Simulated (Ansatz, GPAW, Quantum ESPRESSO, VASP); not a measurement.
Code comparison for W (Im-3m, 1 atom in the cell)

Self-consistent single point.

```yaml
crystal:
  lattice:
    - [-1.54587, 1.54587, 1.54587]
    - [1.54587, -1.54587, 1.54587]
    - [1.54587, 1.54587, -1.54587]
  atoms:
    - { symbol: W, position: [0.00000, 0.00000, 0.00000] }
```

Shared settings, as Ansatz (a first-principles code) writes them: kpoints.mp_grid.grid = 5 5 5; scf.occupations.method = fermi_dirac; scf.occupations.width = 0.1 eV. Potentials and cutoffs stand in the table.

| code | model | pressure (GPa) | cutoff |
|---|---|---|---|
| Ansatz | PBE, default PAW files | 32.25 | default |
| GPAW | PBE, GPAW PAW datasets PBE (gpaw-data 1.0.1) | 31.97 | 550 eV |
| Quantum ESPRESSO | PBE, PseudoDojo standard norm-conserving (PBE) pseudopotentials | 32.41 | 75 Ry |
| VASP | PBE, VASP's PBE PAW potentials (set 64) | 32.23 | 300 eV |

On Ansatz's run: spin-orbit coupling is off. Spin polarisation is off.

The spread over the programs that give each value: pressure within 0.44 GPa.

Ansatz's pressure is given at a fixed set of plane waves, as the other plane-wave codes print theirs; with its correction for the finite basis it is 32.34 GPa.

On the base mesh (12 12 12) the same programs gave: Quantum ESPRESSO pressure 31.76 GPa; Ansatz pressure 31.55 GPa; GPAW pressure 31.34 GPa; VASP pressure 31.60 GPa.

The values differ from the base mesh's, so the mesh still matters here: the table compares the programs at equal settings.

VASP's run is marked for a possible Pulay error in its stress at this cutoff; no cutoff test was made.

The starting cell has typed, rounded lattice constants, without a prior relaxation at this level. Its lattice was rescaled by a random factor within 2.5 % of one.

Left out of this page: ABINIT (with a known weakness of the program); CP2K (on another mesh); Elk, FLEUR and SIESTA (not drawn, or without a comparable value).

Keys are those of Ansatz 0.2.
